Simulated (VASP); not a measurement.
**C: relaxation of cell and atoms with PBE+D3(BJ)**

C:

```xyz
4
Lattice="2.4560 0.0000 0.0000 -1.2280 2.1270 0.0000 0.0000 0.0000 6.6960" Properties=species:S:1:pos:R:3 pbc="T T T"
C     0.0000    0.0000    5.0220
C     0.0000    0.0000    1.6740
C     0.0000    1.4180    5.0220
C     1.2280    0.7090    1.6740
```

- Program: VASP 6.6.1
- Task: relaxation of cell and atoms
- Functional: PBE
- Dispersion: D3(BJ)
- Potentials or basis: VASP PAW PBE potentials, release 64 (C)
- Cutoff: 520 eV
- k mesh: 15 × 15 × 6
- Occupations: gaussian, width 0.02 eV
- Spin: no spin polarisation
- Further INCAR settings: ALGO = Normal; EDIFF = 1e-07; AMIX = 0.2; IBRION = 2; EDIFFG = -0.002; NSW = 80; ISIF = 3

The relaxed volume is 8.85 Å³/atom and the relaxed cell is a = 2.466 Å, b = 2.466 Å, c = 6.723 Å, α = 90.00°, β = 90.00°, γ = 120.00°. The space group after relaxing (to 0.05 Å) is P6_3/mmc (No. 194). The energy gained by relaxing is 1.3 meV/atom and the ionic steps are 8. The pressure after relaxing is 0.0 GPa and the band gap on the k mesh is none (metal or under the smearing width). The dispersion energy per atom is -0.156 eV.

Step by step:
```tsv
step	energy change (eV)	largest force (eV/Å)	pressure (GPa)	volume (Å³)
1	0.0000	0.0000	3.78	34.98
2	0.0261	0.0000	-8.65	36.03
3	-0.0051	0.0000	0.00	35.28
4	-0.0051	0.0000	0.07	35.27
5	-0.0051	0.0000	0.06	35.29
6	-0.0052	0.0000	0.06	35.30
7	-0.0052	0.0000	0.04	35.34
8	-0.0052	0.0000	0.02	35.42
```

Final structure:
```xyz
4
Lattice="2.4663 0.0000 0.0000 -1.2332 2.1359 0.0000 0.0000 0.0000 6.7230" Properties=species:S:1:pos:R:3 pbc="T T T"
C     0.0000    0.0000    5.0422
C     0.0000    0.0000    1.6807
C     0.0000    1.4239    5.0422
C     1.2332    0.7120    1.6807
```

Levels at points of the mesh, in eV from the Fermi level:
| k point | band 5 | band 6 | band 7 | band 8 | band 9 | band 10 | band 11 | band 12 |
| --- | --- | --- | --- | --- | --- | --- | --- | --- |
| (0.00, 0.00, 0.00) | -3.01 | -3.01 | -3.00 | -3.00 | 4.28 | 8.32 | 8.32 | 8.37 |
| (0.00, 0.00, 0.50) | -3.00 | -3.00 | -3.00 | -3.00 | 6.91 | 6.91 | 8.34 | 8.34 |

It took 67 s on 1 thread of Intel(R) Xeon(R) 6975P-C (Granite Rapids), on a shared host, peak memory 0.17 GiB.

Zero-point motion and thermal expansion aren't in these numbers.
